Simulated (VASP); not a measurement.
All values below come from LDA (Ceperley-Alder, Perdew-Zunger), VASP's LDA PAW potentials (set 64) (plane waves; VASP).

A VASP calculation is set up with these files.

INCAR:
```
ALGO=Normal
EDIFF=1E-6
ENCUT=300
ISIF=2
ISMEAR=-1
LASPH=.TRUE.
LCHARG=.FALSE.
LREAL=.FALSE.
LWAVE=.FALSE.
NELM=100
PREC=Accurate
SIGMA=0.1
SYSTEM=Cl2
```

### KPOINTS
```
Automatic mesh
0
Gamma
6 6 9
0 0 0
```

File POSCAR:
```
Cl2
4.9338110
  1.0000000000   0.0000000000   0.0000000000
 -0.4999998987   0.8660252693   0.0000000000
  0.0000000000   0.0000000000   0.6082162450
Cl
3
Cartesian
  0.0000000000   0.0000000000   0.0000000000
 -0.0000004324   0.5773504682   0.3041081225
  0.5000005338   0.2886748011   0.3041081225
```

POTCAR, in this order: Cl (LDA.64 set). Program: vasp_std.

Q: What will the output report for the number of irreducible k-points (NKPTS), largest plane-wave count, number of space-group operations, FFT grid (NGX, NGY, NGZ)?

A: 
The number of irreducible k-points (NKPTS) is 35, the largest plane-wave count is 759 and the number of space-group operations comes out as 24. The FFT grid (NGX, NGY, NGZ) comes out as 28 × 28 × 18.

The structure was generated: Cl2 was put into an ordered model structure, which need not be its known phase. The cell was not relaxed at this level. The run is one of a series of settings (GGA removed, POTCAR Cl (LDA.64 set) against the base run), some of them coarse on purpose.
